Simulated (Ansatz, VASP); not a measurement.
# Zn8SeS7 in two plane-wave programs

Aim: how closely do two programs agree when they are given the same cell, functional and k mesh? The cell is taken from a series of runs on this material, whose earlier steps may have relaxed, scaled, displaced or heated it; both programs get it as it stands.

Program: Ansatz 0.2.0. Level of theory: plane waves, with VASP 6.6.1 beside it; single point at LDA. Results are calculated unless marked as measured.

The structure was built from a prototype and need not be the compound's stable phase.

### 1. Set-up

The structure is cubic, space group F-43m (No. 216). The conventional cell has a = 10.883 Å, b = 10.883 Å, c = 10.883 Å, α = 90.00°, β = 90.00°, γ = 90.00°. Nearest to Zn lie 4 S at 2.35 to 2.36 Å. Nearest to Zn lie 3 S at 2.34 Å and 1 Se at 2.42 Å. S has 4 Zn at 2.35 Å nearest. Nearest to S lie 4 Zn at 2.34 to 2.36 Å. Nearest to Se lie 4 Zn at 2.42 Å. It derives from ZnS. As first built, before any earlier steps moved the atoms (in the runner's words): kind substitutional alloy; site S; solute Se; x 0.125; order random; lattice linear between the end members' cells; series ['alloy ZnS ZnSe', 0.125, 'fraction of ZnSe']. Farther neighbours and most contacts between anions are not listed.

As a file:

```cif
data_structure
_symmetry_space_group_name_H-M 'P 1'
_symmetry_Int_Tables_number 1
_cell_length_a 7.6953
_cell_length_b 7.6953
_cell_length_c 7.6953
_cell_angle_alpha 60.000
_cell_angle_beta 60.000
_cell_angle_gamma 60.000
_cell_volume 322.22
loop_
_atom_site_label
_atom_site_type_symbol
_atom_site_fract_x
_atom_site_fract_y
_atom_site_fract_z
_atom_site_occupancy
Zn1 Zn 0.00022 0.00022 0.00022 1
Zn2 Zn 0.00022 0.00022 0.49935 1
Zn3 Zn 0.00022 0.49935 0.00022 1
Zn4 Zn 0.01007 0.49664 0.49664 1
Zn5 Zn 0.49935 0.00022 0.00022 1
Zn6 Zn 0.49664 0.01007 0.49664 1
Zn7 Zn 0.49664 0.49664 0.01007 1
Zn8 Zn 0.49664 0.49664 0.49664 1
S9 S 0.12500 0.12500 0.12500 1
S10 S 0.12475 0.12475 0.62525 1
S11 S 0.12475 0.62525 0.12475 1
S12 S 0.12475 0.62525 0.62525 1
S13 S 0.62525 0.12475 0.12475 1
S14 S 0.62525 0.12475 0.62525 1
S15 S 0.62525 0.62525 0.12475 1
Se16 Se 0.62500 0.62500 0.62500 1
```

### 2. Ansatz: single point, LDA

Ansatz runs on its PAW soft_1 files.

With cell and atoms fixed, the geometry can't cause a difference; cores, projectors, grids and the points listed under the comparison can.

Contents of input.yaml:

```yaml
crystal:
  lattice:
    - [0.0, 5.441375, 5.441375]
    - [5.441375, 0.0, 5.441375]
    - [5.441375, 5.441375, 0.0]
  atoms:
    - { symbol: Zn, position: [0.0002156402, 0.0002156402, 0.0002156402] }
    - { symbol: Zn, position: [0.0002156402, 0.0002156402, 0.4993530793] }
    - { symbol: Zn, position: [0.0002156402, 0.4993530793, 0.0002156402] }
    - { symbol: Zn, position: [0.0100734073, 0.4966421976, 0.4966421976] }
    - { symbol: Zn, position: [0.4993530793, 0.0002156402, 0.0002156402] }
    - { symbol: Zn, position: [0.4966421976, 0.0100734073, 0.4966421976] }
    - { symbol: Zn, position: [0.4966421976, 0.4966421976, 0.0100734073] }
    - { symbol: Zn, position: [0.4966421976, 0.4966421976, 0.4966421976] }
    - { symbol: S, position: [0.125, 0.125, 0.125] }
    - { symbol: S, position: [0.1247524908, 0.1247524908, 0.6252475092] }
    - { symbol: S, position: [0.1247524908, 0.6252475092, 0.1247524908] }
    - { symbol: S, position: [0.1247524908, 0.6252475092, 0.6252475092] }
    - { symbol: S, position: [0.6252475092, 0.1247524908, 0.1247524908] }
    - { symbol: S, position: [0.6252475092, 0.1247524908, 0.6252475092] }
    - { symbol: S, position: [0.6252475092, 0.6252475092, 0.1247524908] }
    - { symbol: Se, position: [0.625, 0.625, 0.625] }
kpoints:
  mp_grid: { grid: [4, 4, 4] }
scf:
  occupations: { method: fermi_dirac, width: 0.02 }
  n_extra_bands: 18
hamiltonian:
  xc: lda
  pseudopotentials: { kind: paw, azcp: { folder: soft_1 }, xc_functional: pbe }
output:
  forces: true
  stress: true
  dos:
    projected: true
    de: 0.05
    e_range: [-30, 12]
    method: { smearing: { sigma: 0.1, scheme: gaussian } }
  eigenstates:
    kpoints:
      - [0.0, 0.0, 0.0]
      - [-0.1, -0.1, -0.1]
      - [-0.2, -0.2, -0.2]
      - [-0.3, -0.3, -0.3]
      - [-0.4, -0.4, -0.4]
      - [0.5, 0.5, 0.5]
      - [0.4, 0.4, 0.4]
      - [0.3, 0.3, 0.3]
      - [0.2, 0.2, 0.2]
      - [0.1, 0.1, 0.1]
      - [0.1, 0.0, 0.1]
      - [0.2, 0.0, 0.2]
      - [0.3, 0.0, 0.3]
      - [0.4, 0.0, 0.4]
      - [0.5, 0.0, 0.5]
      - [-0.4, 0.0, -0.4]
      - [-0.3, 0.0, -0.3]
      - [-0.2, 0.0, -0.2]
      - [-0.1, 0.0, -0.1]
      - [0.0625, 0.125, 0.0625]
      - [0.125, 0.25, 0.125]
      - [0.1875, 0.375, 0.1875]
      - [0.25, 0.5, 0.25]
      - [-0.3125, -0.3125, 0.375]
      - [-0.375, -0.375, 0.25]
      - [-0.4375, -0.4375, 0.125]
      - [0.5, 0.5, 0.0]
      - [0.4375, 0.4375, -0.125]
      - [0.375, 0.375, -0.25]
      - [0.3125, 0.3125, -0.375]
      - [0.25, 0.25, 0.5]
      - [0.1875, 0.1875, 0.375]
      - [0.125, 0.125, 0.25]
      - [0.0625, 0.0625, 0.125]
    e_range: [-7.0, 6.0]
    unfold: { supercell_matrix: [[2, 0, 0], [0, 2, 0], [0, 0, 2]] }
```

Command:

```sh
> ansatz run input.yaml --threads 4 --pin off --max-ram 11264MiB --backend cpu --events-out ev --progress --plain --runs-dir out
```

Numbers of over 12 decimals in the logs are rounded to 6 here.

Output:

```text
scf.n_extra_bands = 18 over 77 filled bands (N_el = 154.0): the run solves 95 bands
Engine: ansatz 0.2.0, aarch64-unknown-linux-gnu
Pseudopotentials: kind: paw
Pseudopotential: Zn, paw, valence charge 12, recommended cutoff 420 eV (normal), soft_1/Zn.paw.azcp
Pseudopotential: S, paw, valence charge 6, recommended cutoff 420 eV (normal), soft_1/S.paw.azcp
Pseudopotential: Se, paw, valence charge 16, recommended cutoff 420 eV (normal), soft_1/Se.paw.azcp
Functional definition: SPW92
  exchange = slater_x
  correlation = pw_c
Crystal: 16 atoms, lattice volume = 322.223 Å³
Basis set: ecut = 420 eV, 6231 PW (Γ)
Bands: 95, of which v1, the nominal top of the filled ones, is band 77 counted from 1 (76 counted from 0)
Symmetry: 24 space group operations
Space group: F-43m (ITA 216), of the structure as read, at distance tolerance 6.9e-5 Å
k-points: 8 of 64 (time reversal used)
Non-local potential: Zn, projectors of the file, l = 0: 2, l = 1: 2, l = 2: 3, l = 3: 1
Non-local potential: S, projectors of the file, l = 0: 2, l = 1: 2, l = 2: 1
Non-local potential: Se, projectors of the file, l = 0: 2, l = 1: 2, l = 2: 3, l = 3: 1
PAW form: soft (Blöchl's): semilocal exchange-correlation on the pseudo side does not see the compensation charge
PAW frozen core: Zn, regenerated for the run's functional, and the local potential with it (the file was generated under x = pbe(κ = 0.804, μ = 0.219515), c = pbe(β = 0.066725))
PAW frozen core: S, regenerated for the run's functional, and the local potential with it (the file was generated under x = pbe(κ = 0.804, μ = 0.219515), c = pbe(β = 0.066725))
PAW frozen core: Se, regenerated for the run's functional, and the local potential with it (the file was generated under x = pbe(κ = 0.804, μ = 0.219515), c = pbe(β = 0.066725))
PAW one-centre angular grid: Zn, 590 points (default); XC on 64 Gauss nodes
PAW one-centre angular grid: S, 110 points (default); XC on 64 Gauss nodes
PAW one-centre angular grid: Se, 590 points (default); XC on 64 Gauss nodes
Initial density: superposition of atomic densities (chi_scale 0.1, normalization cell, long waves kept (reshape's long-wave potential 0.05 eV rms))
Initial wavefunctions: pseudopotential atomic-orbital guess
Functional: x = slater, c = lda
SCF iter   1: F=—  HF=-37453.897834 eV  |F-HF|=—  |Δ(HF+E_count)|=         —  Δρ=4.31e-2  dr2=4.08e0  ethr=3.10e-3  ⟨swp⟩=7.4  Hψ=3676  notcnv=0  defer=22
preconditioner: auto → Resta (q_TF=auto, 2.412 Å⁻¹)  ε∞=5.9  [insulator: Δε(μ)=1.593 eV  Ē_g=11.198 eV  σ=0.020 eV  W_gap=1.00  n_scr=64 (ndim 8)  ℏωp=24.8 eV  f_vac=0.000  D(μ)=0.00/eV (n_scr^D=0)  ε∞_Penn≈5.9]
SCF iter   2: F=—  HF=-37452.845256 eV  |F-HF|=—  |Δ(HF+E_count)|=    1.05e0  Δρ=1.58e-2  dr2=6.66e-1  ethr=2.65e-3  ⟨swp⟩=2.8  Hψ=1458  notcnv=0  defer=86
SCF iter   3: F=—  HF=-37452.642216 eV  |F-HF|=—  |Δ(HF+E_count)|=   2.03e-1  Δρ=1.02e-2  dr2=2.41e-1  ethr=4.33e-4  ⟨swp⟩=2.9  Hψ=1467  notcnv=0  defer=86
SCF iter   4: F=—  HF=-37452.582434 eV  |F-HF|=—  |Δ(HF+E_count)|=   5.98e-2  Δρ=3.50e-3  dr2=2.55e-2  ethr=1.56e-4  ⟨swp⟩=3.0  Hψ=1271  notcnv=0  defer=86
SCF iter   5: F=—  HF=-37452.583971 eV  |F-HF|=—  |Δ(HF+E_count)|=   1.54e-3  Δρ=7.59e-4  dr2=2.25e-3  ethr=1.66e-5  ⟨swp⟩=2.1  Hψ=1555  notcnv=0  defer=86
SCF iter   6: F=—  HF=-37452.582965 eV  |F-HF|=—  |Δ(HF+E_count)|=   1.01e-3  Δρ=2.82e-4  dr2=2.63e-4  ethr=1.46e-6  ⟨swp⟩=2.0  Hψ=1343  notcnv=0  defer=86
SCF iter   7: F=—  HF=-37452.583100 eV  |F-HF|=—  |Δ(HF+E_count)|=   1.35e-4  Δρ=2.06e-4  dr2=1.10e-4  ethr=1.71e-7  ⟨swp⟩=2.0  Hψ=1290  notcnv=0  defer=86
SCF iter   8: F=—  HF=-37452.583137 eV  |F-HF|=—  |Δ(HF+E_count)|=   3.69e-5  Δρ=2.09e-4  dr2=7.45e-5  ethr=7.16e-8  ⟨swp⟩=2.0  Hψ=1186  notcnv=0  defer=86
SCF iter   9: F=—  HF=-37452.583049 eV  |F-HF|=—  |Δ(HF+E_count)|=   8.74e-5  Δρ=2.84e-5  dr2=1.41e-6  ethr=4.84e-8  ⟨swp⟩=2.0  Hψ=1186  notcnv=0  defer=86
SCF iter  10: F=—  HF=-37452.583051 eV  |F-HF|=—  |Δ(HF+E_count)|=   1.63e-6  Δρ=7.63e-6  dr2=1.66e-7  ethr=9.16e-10  ⟨swp⟩=2.0  Hψ=1290  notcnv=0  defer=86
SCF iter  11: F=-37452.583051 eV  HF=-37452.583051 eV  |F-HF|=3.41e-8  |Δ(HF+E_count)|=   2.29e-9  Δρ=4.13e-6  dr2=3.90e-8  ethr=6.49e-11  ⟨swp⟩=15.2  Hψ=4445  notcnv=0
SCF 1 converged in 11 iterations: F = -37452.583051 eV  dr2 = 3.90e-8
  greatest PAW one-centre occupation: 1.000 electrons in one spin orbital (limit 2), on the Se atom at site 15 (counted from 0), in its partial waves of l = 2
NSCF: frozen V_eff on 34 k-points
SCF converged after 11 iterations
Free energy (F): -37452.583051 eV
Harris-Foulkes:  -37452.583051 eV  (|F-HF|=3.41e-8)
Internal energy: -37452.583051 eV  (E = F + TS)
E sigma→0 (E₀):  -37452.583051 eV
Fermi energy:    6.455345 eV
--- Per-component energies (eV) ---
  E_band       = -418.934123
  E_kinetic    = 2034.931213
  E_local      = -21133.938017  (includes V_loc(G=0)·N_el)
  E_nonlocal   = 6475.999198
  E_hartree    = 8466.033945
  E_xc         = -1323.342799
  E_vxc        = -1083.284491  (∫ρ·V_xc dr)
  E_paw        = -20685.464771  (= ΣΔE_a)
  E_vpaw       = -3644.690134  (= ΣTr[D̂ρ^β])
  E_aug_tail   = -0.002546  (compensation charges beyond the density's cutoff)
  E_ewald      = -11302.546166
  E_core_change = 15.746892  (= ΣΔE_core)
  E_smearing   = -0.000000  (= −TS)
  E_closure    = 0.000000  (closes the sum)
  Σ components = -37452.583051   (vs F -37452.583051, Δ=0.00e0)
--- Forces (eV/Å), atoms counted from 1 ---
  atom   1  Zn    -0.00055043    -0.00055043    -0.00055043
  atom   2  Zn     0.00055043     0.00055043    -0.00055043
  atom   3  Zn     0.00055043    -0.00055043     0.00055043
  atom   4  Zn    -0.00422857     0.00422857     0.00422857
  atom   5  Zn    -0.00055043     0.00055043     0.00055043
  atom   6  Zn     0.00422857    -0.00422857     0.00422857
  atom   7  Zn     0.00422857     0.00422857    -0.00422857
  atom   8  Zn    -0.00422857    -0.00422857    -0.00422857
  atom   9  S     -0.00000000     0.00000000    -0.00000000
  atom  10  S     -0.00000000     0.00000000    -0.00294300
  atom  11  S     -0.00000000    -0.00294300     0.00000000
  atom  12  S      0.00294300     0.00000000    -0.00000000
  atom  13  S     -0.00294300     0.00000000    -0.00000000
  atom  14  S     -0.00000000     0.00294300     0.00000000
  atom  15  S     -0.00000000     0.00000000     0.00294300
  atom  16  Se    -0.00000000     0.00000000    -0.00000000
  max |Σ_I F_I| component: 9.04e-17 eV/Å
--- Stress (GPa, compression-positive) ---
       -4.536173      -0.000000      -0.000000
       -0.000000      -4.536173       0.000000
       -0.000000       0.000000      -4.536173
  P = ⅓ Tr σ = -4.5362 GPa (-45.362 kbar)
--- Band table (eV; the first three rows and the last of 8) ---
  k-point 0: bands = [... 73 lower, 4.8180, 5.6072, 5.6072, 5.6072, 7.2815, 8.5183, 8.5183, 8.5183, ... 14 higher]
  k-point 1: bands = [... 73 lower, 4.8231, 4.8231, 5.4587, 5.4587, 8.1509, 8.6251, 9.0113, 9.1346, ... 14 higher]
  k-point 2: bands = [... 73 lower, 4.9975, 4.9975, 5.2258, 5.2258, 8.6535, 8.7549, 9.5326, 9.5846, ... 14 higher]
  k-point 7: bands = [... 73 lower, 4.5722, 4.5785, 4.6782, 4.8446, 9.9518, 9.9548, 10.0429, 10.0637, ... 14 higher]
```

[end of part 1 of 2]

[Lines on the potential files, build, host, timing and source positions are cut from VASP's logs without a mark.]

[Logs are printed without paths, hosts, clocks, repeated set-up lines and the standing remarks that a program may print on its own settings, such as how far it seeks lower states.]

[Hosts, paths, dates, database ids (printed as entryN), source tags and the programs' standing remarks are cut or masked in the printed files.]
